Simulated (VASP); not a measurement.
Input:

```xyz
2
Lattice="1.3763 -2.3839 0.0000 1.3763 2.3839 0.0000 0.0000 0.0000 4.4595" Properties=species:S:1:pos:R:3 pbc="T T T"
Re     1.3763     0.7946     1.1149
Re     1.3763    -0.7946     3.3446
```

Level of theory: PBE GGA with D3 dispersion (zero damping), VASP's PBE PAW potentials (set 64) (plane waves; VASP). Numerical set-up: 520 eV cut-off, 17×17×9 Γ-centred mesh, tetrahedra with Blöchl corrections, potentials Re.

Unless said otherwise, spin-orbit coupling is left out, though it shifts the bands of the heavy elements here.

Tabulate the total density of states (states/eV per cell) against energy (eV; zero at the valence-band maximum or, without a gap, the Fermi level).

```tsv
E (eV)	DOS (states/eV)
-9.97	0.00
-9.64	0.05
-9.31	0.08
-8.99	0.11
-8.55	0.14
-8.22	0.17
-7.89	0.21
-7.56	0.25
-7.24	0.28
-6.91	0.39
-6.47	1.44
-6.14	1.44
-5.81	1.74
-5.48	1.88
-5.16	2.40
-4.83	1.75
-4.50	1.19
-4.06	2.02
-3.73	1.91
-3.40	2.32
-3.08	2.21
-2.75	0.83
-2.42	1.67
-1.98	2.61
-1.65	2.38
-1.33	2.65
-1.00	2.55
-0.67	3.12
-0.34	2.16
-0.01	1.29
0.42	1.37
0.75	1.35
1.08	1.16
1.41	1.16
1.74	1.09
2.07	1.32
2.50	1.23
2.83	1.83
3.16	1.85
3.49	2.58
```
Within 2 eV below the Fermi level the largest weight inside VASP's projection spheres is Re d.

The compound is Re in the hcp structure. It was relaxed first.
